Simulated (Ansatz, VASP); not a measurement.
**Zr3MoC: changing the dispersion correction**

The cell as given:

```cif
data_structure
_symmetry_space_group_name_H-M 'Pm-3m'
_symmetry_Int_Tables_number 221
_cell_length_a 4.9425
_cell_length_b 4.9425
_cell_length_c 4.9425
_cell_angle_alpha 90.000
_cell_angle_beta 90.000
_cell_angle_gamma 90.000
_cell_volume 120.74
loop_
_atom_site_label
_atom_site_type_symbol
_atom_site_symmetry_multiplicity
_atom_site_Wyckoff_symbol
_atom_site_fract_x
_atom_site_fract_y
_atom_site_fract_z
_atom_site_occupancy
Zr1 Zr 3 d 0.50000 0.00000 0.00000 1
Mo1 Mo 1 a 0.00000 0.00000 0.00000 1
C1 C 1 b 0.50000 0.50000 0.50000 1
```

The cell comes from a database or a generator and needn't be the stable form of this composition.

Kept alike: task relaxation of cell and atoms; functional PBE; k mesh 5 × 5 × 5; occupations fermi-dirac, width 0.05 eV; no spin polarisation. Program: Ansatz, Ansatz PAW, cutoff 420 eV. The mesh is that of the run's cell of 5 atoms. No spin-orbit coupling.

```csv
dispersion correction,volume (Å³/atom)
D3(BJ),23.466
D4,23.895
none,24.393
```

The relaxations keep at least the cell's symmetry (Pm-3m). For a metal such a mesh leaves the last digits unconverged. Relaxations stop with a little pressure left, so the last digits of a volume or edge aren't settled.

Task: What does the dispersion correction change here?

Result: The volume runs from 23.466 (D3(BJ)) to 24.393 Å³/atom (none). Against no correction: D3(BJ) -3.8 %; D4 -2.0 %. Dispersion terms mostly attract and so lower the volume; the schemes' coefficients and damping set how far. A twin series (VASP, PBE PAW files C, Mo_sv, Zr_sv, 600 eV) moves it by +0.9272 between D3(BJ) and none, against +0.9275 Å³/atom here.
